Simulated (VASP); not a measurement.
The system is Mg6SiSb.

```
CELL_PARAMETERS angstrom
5.14715 0.00000 0.00000
0.00000 2.98595 5.76781
0.00000 -2.98595 5.76781
ATOMIC_POSITIONS crystal
Sb 0.48703 0.61419 0.65412
Si 0.00658 0.87947 0.88703
Mg 0.50229 0.16939 0.16939
Mg 0.49193 0.66162 0.14476
Mg 0.48169 0.13854 0.65501
Mg 0.99582 0.34369 0.30894
Mg 0.00605 0.81827 0.34397
Mg 0.00263 0.32625 0.82824
```

The cell comes from a database or a generator and needn't be the stable form of this composition.

The cell isn't the ideal one: atoms moved at random, drawn with an rms of 0.1 Å.

```yaml
Program: VASP 6.6.1
Task: relaxation of the atoms
Functional: PBE
Dispersion: rVV10
Potentials_or_basis: VASP PAW PBE potentials, release 64 (Sb, Si, Mg)
Cutoff: 520 eV
k_mesh: 5 × 5 × 5
Occupations: gaussian, width 0.05 eV
Spin: no spin polarisation
```

At the start: pressure 0.4 GPa; volume 22.16 Å³/atom.

Problem. Where does the relaxation end?

Solution. Over 15 steps the energy falls by 12.7 meV/atom; space group Amm2 (No. 38, to 0.05 Å).

Step by step:
| step | energy change (eV) | largest force (eV/Å) | pressure (GPa) |
| --- | --- | --- | --- |
| 1 | 0.0000 | 0.5943 | 0.39 |
| 2 | -0.0282 | 0.5288 | 0.29 |
| 3 | -0.0698 | 0.3533 | 0.07 |
| 4 | -0.0705 | 0.3299 | 0.05 |
| 5 | -0.0770 | 0.3068 | -0.01 |
| 6 | -0.0831 | 0.2554 | -0.10 |
| 7 | -0.0862 | 0.2452 | -0.10 |
| 8 | -0.0899 | 0.2170 | -0.11 |
| 9 | -0.0927 | 0.1902 | -0.12 |
| 10 | -0.0963 | 0.1242 | -0.12 |
| 11 | -0.0990 | 0.0770 | -0.13 |
| 12 | -0.0997 | 0.0545 | -0.13 |
| 13 | -0.1007 | 0.0305 | -0.13 |
| 14 | -0.1009 | 0.0327 | -0.13 |
| 15 | -0.1014 | 0.0296 | -0.13 |

Final structure:
```
CELL_PARAMETERS angstrom
5.14715 0.00000 0.00000
0.00000 2.98595 5.76781
0.00000 -2.98595 5.76781
ATOMIC_POSITIONS crystal
Sb 0.48704 0.61419 0.65412
Si 0.99122 0.85449 0.89437
Mg 0.48834 0.14656 0.18622
Mg 0.49042 0.63559 0.15915
Mg 0.49043 0.11959 0.67444
Mg 0.98991 0.30383 0.34215
Mg 0.98822 0.81276 0.34836
Mg 0.98780 0.30781 0.85311
```
